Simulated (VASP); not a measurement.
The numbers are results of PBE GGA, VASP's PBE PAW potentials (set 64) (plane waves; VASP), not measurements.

Input for VASP

KPOINTS:
```
Automatic mesh
0
Gamma
8 8 8
0 0 0
```

INCAR:
```
! general
SYSTEM =WS2
PREC   =Accurate
ENCUT  =300
LREAL  =.False.
LASPH  =.True.

! electronic loop
EDIFF  =1E-6
NELM   =100
ALGO   =Normal
LMAXMIX=6

! smearing
ISMEAR =0
SIGMA  =0.272

! functional
GGA    =PE

! ions
ISIF   =2

! output
LWAVE  =.False.
LCHARG =.False.
```

### POSCAR
```
WS2
1.0
  0.0000000000   2.9534470000   2.9534470000
  2.9534470000   0.0000000000   2.9534470000
  2.9534470000   2.9534470000   0.0000000000
W S
1 2
Direct
  0.0000000000   0.0000000000   0.0000000000
  0.2500000000   0.2500000000   0.2500000000
  0.7500000000   0.7500000000   0.7500000000
```

POTCAR, in this order: W_sv S (PBE.64 set). Program: vasp_std.

At this cut-off the stress carries a Pulay error, which pulls relaxed volumes low. Unless said otherwise, spin-orbit coupling is left out, though it shifts the bands of the heavy elements here.

Task: What does the run give for the energy per atom (σ→0), pressure, band gap (on the k-mesh)?

Result: 
```yaml
energy per atom (σ→0): -7.027 eV/atom
band gap (on the k-mesh): none (metal, semimetal or under 0.01 eV)
pressure: -2.39 GPa
```

File OSZICAR:
```
...
DAV:   8    -0.211715586726E+02    0.43165E-01   -0.54293E-01  1123   0.463E+00    0.924E-01
DAV:   9    -0.211558093812E+02    0.15749E-01   -0.79723E-02  1123   0.167E+00    0.198E-01
DAV:  10    -0.211563401139E+02   -0.53073E-03   -0.35289E-03  1240   0.418E-01    0.210E-01
DAV:  11    -0.211562462662E+02    0.93848E-04   -0.13837E-03  1171   0.239E-01    0.437E-02
DAV:  12    -0.211562373876E+02    0.88786E-05   -0.11053E-04  1155   0.611E-02    0.904E-03
DAV:  13    -0.211562415550E+02   -0.41674E-05   -0.76148E-06  1183   0.184E-02    0.563E-03
DAV:  14    -0.211562416641E+02   -0.10910E-06   -0.37518E-07   653   0.496E-03
   1 F= -.21156242E+02 E0= -.21081590E+02  d E =-.149302E+00
```

The structure was generated: WS2 was put into an ordered model structure, which need not be its known phase. The cell was not relaxed at this level, and its volume differs by -5.9 % from the start's.
